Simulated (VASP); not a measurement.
Computed with PBE GGA, VASP's PBE PAW potentials (set 64) (plane waves; VASP).

The input files of a VASP run:

### POSCAR
```
C
1
    0.0000000000     1.8191700000     1.8191700000
    1.8191700000     0.0000000000     1.8191700000
    1.8191700000     1.8191700000     0.0000000000
C
2
Direct
  0.0000000000   0.0000000000   0.0000000000
  0.2500000000   0.2500000000   0.2500000000
```

### INCAR
```
SYSTEM  =  C
LWAVE  =  .False.
ISIF  =  2
LCHARG  =  .False.
NELM  =  100
ALGO  =  Normal   # blocked Davidson
EDIFF  =  1E-6   # SCF stop (eV)
PREC  =  Accurate
LASPH  =  .True.   # aspherical one-centre terms
SIGMA  =  0.05   # width (eV)
ISMEAR  =  0
GGA  =  PE   # PBE
ENCUT  =  520
LREAL  =  .False.   # projection in real space or not
```

File KPOINTS:
```
Regular mesh
0
gamma
1 1 1
```

POTCAR, in this order: C (PBE.64 set). Program: vasp_std.

The resulting files:

### OUTCAR
```
 ion  position               nearest neighbor table
   1  0.000  0.000  0.000-   2 1.58   2 1.58   2 1.58   2 1.58
   2  0.250  0.250  0.250-   1 1.58   1 1.58   1 1.58   1 1.58
  LATTYP: Found a face centered cubic cell.
 ALAT       =     3.6383400000
 Subroutine PRICEL returns:
 Original cell was already a primitive cell.
 Subroutine GETGRP returns: Found 48 space group operations
The static configuration has the point symmetry T_d .
 The point group associated with its full space group is O_h .
The dynamic configuration has the point symmetry T_d .
 Subroutine INISYM returns: Found 48 space group operations
 Subroutine IBZKPT returns following result:
 Found      1 irreducible k-points:

 Following reciprocal coordinates:
            Coordinates               Weight
  0.000000  0.000000  0.000000      1.000000
   k-points           NKPTS =      1   k-points in BZ     NKDIM =      1   number of bands    NBANDS=      8
   number of dos      NEDOS =    301   number of ions     NIONS =      2
   total plane-waves  NPLWV =   8000
   dimension x,y,z NGX =    20 NGY =   20 NGZ =   20
   dimension x,y,z NGXF=    40 NGYF=   40 NGZF=   40
   ions per type =               2
   PREC   = accura    normal or accurate (medium, high low for compatibility)
   ISTART =      0    job   : 0-new  1-cont  2-samecut
   ICHARG =      2    charge: 1-file 2-atom 10-const
   ISPIN  =      1    spin polarized calculation?
   LNONCOLLINEAR =      F non collinear calculations
   LSORBIT =      F    spin-orbit coupling
   INIWAV =      1    electr: 0-lowe 1-rand  2-diag
   ENCUT  =  520.0 eV  38.22 Ry    6.18 a.u.   4.78  4.78  4.78*2*pi/ulx,y,z
   NELM   =    100;   NELMIN=  2; NELMDL= -5     # of ELM steps
   EDIFF  = 0.1E-05   stopping-criterion for ELM
   LREAL  =      F    real-space projection
   NLSPLINE    = F    spline interpolate recip. space projectors
   LMAXMIX     =    2 max onsite mixed and CHGCAR
   VOSKOWN=      0    Vosko Wilk Nusair interpolation
   EDIFFG = 0.1E-04   stopping-criterion for IOM
   NSW    =      0    number of steps for IOM
   NBLOCK =      1;   KBLOCK =      1    inner block; outer block
   IBRION =     -1    ionic relax: 0-MD 1-quasi-New 2-CG
   NFREE  =      0    steps in history (QN), initial steepest desc. (CG)
   ISIF   =      2    stress and relaxation
   ISYM   =      2    0-nonsym 1-usesym 2-fastsym
   TEIN   =    0.0    initial temperature
   TEBEG  =    0.0;   TEEND  =   0.0 temperature during run
   SMASS  =  -3.00    Nose mass-parameter (am)
   PSTRESS=    0.0 pullay stress
   NELECT =       8.0000    total number of electrons
   EFERMI =   0.00;   METHOD = LEGACY
   ISMEAR =     0;   SIGMA  =   0.05  broadening in eV -4-tet -1-fermi 0-gaus
   IALGO  =     38    algorithm
   LDIAG  =      T    sub-space diagonalisation (order eigenvalues)
   IMIX   =      4    mixing-type and parameters
     AMIX     =   0.40;   BMIX     =  1.00
     AMIX_MAG =   1.60;   BMIX_MAG =  1.00
     AMIN     =   0.10
   GGA     = PE    functional components
   VOSKOWN =     0    Vosko Wilk Nusair interpolation
   LHFCALC =     F    Hartree Fock is set to
   LHFONE  =     F    Hartree Fock one center treatment
   AEXX    =    0.0000 exact exchange contribution
   IVDW    =     0    specifies the selected vdW correction
   LEPSILON=     F    determine dielectric tensor
   LRPA    =     F    only Hartree local field effects (RPA)
  energy-cutoff  :      520.00
  volume of cell :       12.04
      direct lattice vectors                 reciprocal lattice vectors
     0.000000000  1.819170000  1.819170000    -0.274850619  0.274850619  0.274850619
     1.819170000  0.000000000  1.819170000     0.274850619 -0.274850619  0.274850619
     1.819170000  1.819170000  0.000000000     0.274850619  0.274850619 -0.274850619
 k-point     1 :   0.0000 0.0000 0.0000  plane waves:     331
 maximum number of plane-waves:       331
```

### OSZICAR
```
       N       E                     dE             d eps       ncg     rms          rms(c)
DAV:   1     0.533622484448E+02    0.53362E+02   -0.70899E+03    16   0.100E+03
DAV:   2     0.787516186595E+01   -0.45487E+02   -0.45487E+02    24   0.138E+02
DAV:   3     0.744707304441E+01   -0.42809E+00   -0.42809E+00    16   0.226E+01
DAV:   4     0.744632791714E+01   -0.74513E-03   -0.74513E-03    16   0.104E+00
DAV:   5     0.744632585259E+01   -0.20645E-05   -0.20645E-05    16   0.538E-02    0.108E+01
DAV:   6     0.949872644931E+01    0.20524E+01   -0.11023E+00    16   0.937E+00    0.664E+00
DAV:   7     0.103192287931E+02    0.82050E+00   -0.15250E+00    16   0.109E+01    0.145E+00
DAV:   8     0.103171372433E+02   -0.20915E-02   -0.68217E-03    16   0.110E+00    0.153E-01
DAV:   9     0.103169650434E+02   -0.17220E-03   -0.32804E-04    16   0.198E-01    0.333E-02
DAV:  10     0.103169316292E+02   -0.33414E-04   -0.33030E-05    16   0.620E-02    0.259E-03
DAV:  11     0.103169312341E+02   -0.39513E-06   -0.43541E-07     8   0.702E-03
   1 F= 0.10316931E+02 E0= 0.10316931E+02  d E =-.294113E-18
```

File OUTCAR:
```
------------------------ aborting loop because EDIFF is reached ----------------------------------------
  FORCE on cell =-STRESS in cart. coord.  units (eV):
  Direction    XX          YY          ZZ          XY          YZ          ZX
  --------------------------------------------------------------------------------------
  Total       20.3866445     20.3866445     20.3866445     -0.0000000      0.0000000     -0.0000000
  in kB     2712.7294440   2712.7294440   2712.7294440     -0.0000000      0.0000000     -0.0000000
  external PRESSURE =    2712.7294440 kB  Pullay stress =       0.0000000 kB
  volume of cell :       12.04
      direct lattice vectors                 reciprocal lattice vectors
     0.000000000  1.819170000  1.819170000    -0.274850619  0.274850619  0.274850619
     1.819170000  0.000000000  1.819170000     0.274850619 -0.274850619  0.274850619
     1.819170000  1.819170000  0.000000000     0.274850619  0.274850619 -0.274850619
 POSITION                                       TOTAL-FORCE (eV/Angst)
 -----------------------------------------------------------------------------------
      0.00000      0.00000      0.00000        -0.000000     -0.000000      0.000000
      0.90958      0.90958      0.90958         0.000000      0.000000     -0.000000
 -----------------------------------------------------------------------------------
    total drift:                                0.000000      0.000000      0.000000
  FREE ENERGIE OF THE ION-ELECTRON SYSTEM (eV)
  ---------------------------------------------------
  free  energy   TOTEN  =        10.3169312341 eV

  energy  without entropy=       10.3169312341  energy(sigma->0) =       10.31693123
```
(Selected blocks of OUTCAR.)

The compound is C in the diamond structure. The cell was not relaxed at this level. The k-mesh is coarse (spacing up to 2.99 per Å, 2π included), so the numbers may not be converged in it. The run is one of a series of settings (KPOINTS 1×1×1 Γ-centred mesh against the base run), some of them coarse on purpose.
